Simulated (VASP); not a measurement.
Set up this calculation in VASP 6.6.1, as the native input.

| Quantity | Value |
| --- | --- |
| Task | band structure |
| Functional | PBE |
| Potentials or basis | VASP PAW PBE potentials, release 64 (Ta_pv, Si, O) |
| Cutoff | 520 eV |
| k mesh | 6 × 6 × 6 |
| Occupations | gaussian, width 0.1 eV |
| Spin | no spin polarisation |
| Further INCAR settings | ALGO = Normal; EDIFF = 1e-06 |

The structure of Ta2SiO3 lies in POSCAR:

```
Ta2SiO3
1.0
    5.0296480000      0.0000000000      0.0000000000
   -0.1282800000      5.0429150000      0.0000000000
   -0.1706150000     -0.4030530000      6.7212720000
Ta Si O
4 2 6
Direct
    0.9735420000      0.2702360000      0.1865180000
    0.4845440000      0.7161270000      0.2056970000
    0.0264580000      0.7297640000      0.8134820000
    0.5154560000      0.2838730000      0.7943030000
    0.2456680000      0.4883960000      0.4924540000
    0.7543320000      0.5116040000      0.5075460000
    0.7104440000      0.0141470000      0.2695090000
    0.2005530000      0.9600510000      0.1415590000
    0.7538190000      0.5289120000      0.0174680000
    0.2895560000      0.9858530000      0.7304910000
    0.7994470000      0.0399490000      0.8584410000
    0.2461810000      0.4710880000      0.9825320000
```

The cell was built by a generator and needn't be a form met in nature.

One way to write it, as run:

INCAR

```
ALGO = Normal ; EDIFF = 1E-6
ENCUT = 520 ; GGA = PE
ISIF = 2 ; ISMEAR = 0
KPAR = 4 ; LASPH = True
LCHARG = False ; LMAXMIX = 4
LREAL = False ; LWAVE = False
NELM = 60 ; PREC = Accurate
SIGMA = 0.1
```

KPOINTS

```
k-points
0
Gamma
  6 6 6
```

KPOINTS_OPT

```
path XGY,LGZ,NGM,RG
15
line-mode
reciprocal
-0.5000000000  0.0000000000  0.0000000000  X
 0.0000000000  0.0000000000  0.0000000000  G

 0.0000000000  0.0000000000  0.0000000000  G
 0.0000000000  0.0000000000  0.5000000000  Y

-0.5000000000  0.0000000000  0.5000000000  L
 0.0000000000  0.0000000000  0.0000000000  G

 0.0000000000  0.0000000000  0.0000000000  G
 0.0000000000  0.5000000000 -0.5000000000  Z

-0.5000000000  0.5000000000 -0.5000000000  N
 0.0000000000  0.0000000000  0.0000000000  G

 0.0000000000  0.0000000000  0.0000000000  G
 0.0000000000  0.5000000000  0.0000000000  M

-0.5000000000  0.5000000000  0.0000000000  R
 0.0000000000  0.0000000000  0.0000000000  G
```

Potentials or basis: VASP PAW PBE potentials, release 64 (Ta_pv, Si, O).

Command:

```console
$ cat potpaw_PBE.64/Ta_pv/POTCAR potpaw_PBE.64/Si/POTCAR potpaw_PBE.64/O/POTCAR > POTCAR
$ mpirun -np 4 vasp_std > vasp.out
```

Results of the run:

* Pressure: 0.1 GPa
* Largest force: 0.010 eV/Å
* Band gap along the path: none (metal or under the smearing width)

Caveat: spin-orbit coupling is left out, which moves the levels of the heavy elements.

It took 4.5 min on 4 MPI ranks on AMD EPYC 9R45 (Zen 5) (shared host), peak memory 1.2 GiB a rank.
